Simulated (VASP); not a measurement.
# BaSi₂ (relaxed from the MoSi2 structure, space group I4/mmm): computed properties

The numbers are results of PBEsol GGA, VASP's PBE PAW potentials (set 64) (plane waves; VASP), not measurements.

| Quantity | Result |
|---|---|
| space group | I4/mmm (139) |
| cell | a = b = 4.682 Å, c = 8.708 Å, α = β = γ = 90.00° |
| volume per atom | 31.81 Å³/atom |
| band gap (over mesh and band path) | none (metal, semimetal or under 0.01 eV) |
| band gap with spin-orbit coupling | none (metallic) |
| density | 3.37 g/cm³ |

```cif
data_BaSi2
_chemical_formula_sum 'Ba1 Si2'
_space_group_name_H-M_alt 'P 1'
_space_group_IT_number 1
_cell_length_a 5.46965
_cell_length_b 5.46965
_cell_length_c 5.46965
_cell_angle_alpha 129.324
_cell_angle_beta 129.324
_cell_angle_gamma 74.489
loop_
_space_group_symop_operation_xyz
  'x, y, z'
loop_
_atom_site_label
_atom_site_type_symbol
_atom_site_fract_x
_atom_site_fract_y
_atom_site_fract_z
_atom_site_occupancy
Ba1 Ba 0.00000 0.00000 0.00000 1
Si1 Si 0.37418 0.37418 0.00000 1
Si2 Si 0.62582 0.62582 0.00000 1
```

Unless said otherwise, spin-orbit coupling is left out, though it shifts the bands of the heavy elements here.

The structure was generated: BaSi2 was put into the MoSi2 type (I4/mmm), which need not be its known phase. It was relaxed first, which changed the volume by +15 %. Symmetry was kept, so distortions that lower it aren't found.
